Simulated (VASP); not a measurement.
Data:

```xyz
2
Lattice="0.0000 2.7049 2.7049 2.7049 0.0000 2.7049 2.7049 2.7049 0.0000" Properties=species:S:1:pos:R:3 pbc="T T T"
Na     0.0000     0.0000     0.0000
Cl     2.7049     2.7049     2.7049
```

These are LDA (Ceperley-Alder, Perdew-Zunger), VASP's LDA PAW potentials (set 64) (plane waves; VASP 6.6.1) values and carry that method's errors. Run with 520 eV cut-off, 8×8×8 Γ-centred mesh, Gaussian smearing of 0.050 eV, potentials Na_pv Cl.

**Question.** Estimate the energy per atom (σ→0), pressure, band gap (on the k-mesh) with the smallest direct gap where there is one.

**Answer.** 
```yaml
band gap (on the k-mesh): 5.21 eV
smallest direct gap (on the k-mesh): 5.21 eV
energy per atom (σ→0): -3.693 eV/atom
pressure: 1.04 GPa
```

Total energies compare only between runs with the same potentials, cut-off and functional.

The compound is NaCl in the rock salt structure. This cell is one point of a volume scan, at 0.97 of the reference volume.
